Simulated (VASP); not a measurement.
A run of VASP 6.6.1:

File INCAR:

```
PREC = Accurate
ENCUT = 600
EDIFF = 1E-7
ISMEAR = 0
SIGMA = 0.01
LREAL = False
LASPH = True
NELM = 100
ALGO = Normal
ISIF = 3
LWAVE = False
LCHARG = False
IBRION = 2
NSW = 80
EDIFFG = -0.01
PSTRESS = 100.0
```

The input KPOINTS:

```
regular mesh
0
Gamma
  4 4 2
```

File POSCAR:

```
Ba2TiO4
1.0
    3.9820530000      0.0000000000      0.0000000000
    0.0000000000      3.9820530000      0.0000000000
    0.0000000000      0.0000000000      8.7881510000
Ba Ti O
2 1 4
Direct
    0.0000000000      0.0000000000      0.7255710000
    0.0000000000      0.0000000000      0.2744290000
    0.5000000000      0.5000000000      0.5000000000
    0.0000000000      0.5000000000      0.5000000000
    0.5000000000      0.5000000000      0.7266170000
    0.5000000000      0.5000000000      0.2733830000
    0.5000000000      0.0000000000      0.5000000000
```

Potentials or basis: VASP PAW LDA potentials, release 64 (Ba_sv, Ti_sv, O).

Command:

```bash
$ cat potpaw_LDA.64/Ba_sv/POTCAR potpaw_LDA.64/Ti_sv/POTCAR potpaw_LDA.64/O/POTCAR > POTCAR
$ mpirun -np 1 vasp_std > vasp.out
```

Hardware: 1 thread of Intel(R) Xeon(R) 6975P-C (Granite Rapids) (shared host).

How long does it take, and how much memory?

Run time: 10 min on 1 thread of Intel(R) Xeon(R) 6975P-C (Granite Rapids), on a shared host, peak memory 0.26 GiB. Counts: scf iterations 224, k points 12, ion steps 23.
